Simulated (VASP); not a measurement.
The input files of a VASP run:

INCAR:
```
ALGO  =  Normal
EDIFF  =  1E-6
ENCUT  =  520
GGA  =  PE
ISMEAR  =  0
LASPH  =  .TRUE.
LCHARG  =  .FALSE.
LMAXMIX  =  4
LREAL  =  .FALSE.
LWAVE  =  .TRUE.
NELM  =  100
PREC  =  Accurate
SIGMA  =  0.05
SYSTEM  =  Bi2Te3
```

File KPOINTS:
```
kpoints
0
Gamma
 4 4 4
0 0 0
```

POSCAR:
```
Bi2Te3
1
   10.6849647569    -2.2222420510     0.0363893091
   10.6849647569     2.2222420510     0.0363893091
   10.2097773303     0.0000000000     3.8559809885
Bi Te
2 3
Direct
  0.3976449096   0.3976449096   0.3976449096
  0.6023550904   0.6023550904   0.6023550904
  0.0000000000   0.0000000000   1.0000000000
  0.2147297241   0.2147297241   0.2147297241
  0.7852702759   0.7852702759   0.7852702759
```

POTCAR, in this order: Bi_d Te (PBE.64 set). Program: vasp_std.

Problem. Write an equivalent input for Quantum ESPRESSO's pw.x.

Solution. One equivalent input (not run):
```
&CONTROL
  calculation = 'scf'
  pseudo_dir = './pseudo'
  outdir = './out'
  tprnfor = .true.
  tstress = .true.
/
&SYSTEM
  ibrav = 0
  nat = 5
  ntyp = 2
  ecutwfc = 82.3
  occupations = 'smearing'
  smearing = 'gaussian'
  degauss = 0.003675
  input_dft = 'pbe'
/
&ELECTRONS
  conv_thr = 7.3e-08
  electron_maxstep = 100
/
ATOMIC_SPECIES
  Bi 208.980 Bi.upf
  Te 127.600 Te.upf
CELL_PARAMETERS angstrom
    10.6849648   -2.2222421    0.0363893
    10.6849648    2.2222421    0.0363893
    10.2097773    0.0000000    3.8559810
ATOMIC_POSITIONS crystal
  Bi   0.3976449  0.3976449  0.3976449
  Bi   0.6023551  0.6023551  0.6023551
  Te   0.0000000  0.0000000  1.0000000
  Te   0.2147297  0.2147297  0.2147297
  Te   0.7852703  0.7852703  0.7852703
K_POINTS automatic
  4 4 4 0 0 0
```
The two are equivalent in intent, not identical: the potentials are each code's own (VASP's PAW set, PseudoDojo norm-conserving files in pw.x), so ENCUT and ecutwfc are chosen apart and not converted; conv_thr bounds pw.x's estimated SCF error, while EDIFF bounds the energy change between steps.

The compound is Bi2Te3 in the tetradymite structure. It was relaxed first, which changed the volume by +7 %.
